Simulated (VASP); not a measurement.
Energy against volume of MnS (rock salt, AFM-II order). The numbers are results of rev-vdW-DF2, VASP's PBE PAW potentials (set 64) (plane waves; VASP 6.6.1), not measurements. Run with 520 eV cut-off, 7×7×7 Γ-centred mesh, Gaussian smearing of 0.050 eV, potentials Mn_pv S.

| V (Å³/atom) | E (eV/atom) |
|---|---|
| 15.941 | -5.00187 |
| 16.434 | -5.00594 |
| 16.927 | -5.00259 |
| 17.420 | -4.99274 |

Question: Fit these four points and predict the energy of the run at 15.448 Å³/atom.

Answer: A cubic in V^(−2/3), the third-order Birch-Murnaghan form, passes through the four points with V0 = 16.45 Å³/atom and B0 = 80 GPa, and gives -4.9893 eV/atom there. The run gave -4.9893 eV/atom, +0.0 meV/atom from the fit; all five points give B0 = 80 GPa.

The compound is MnS in the rock salt, AFM-II order structure. It was relaxed first, which changed the volume by -7 %.
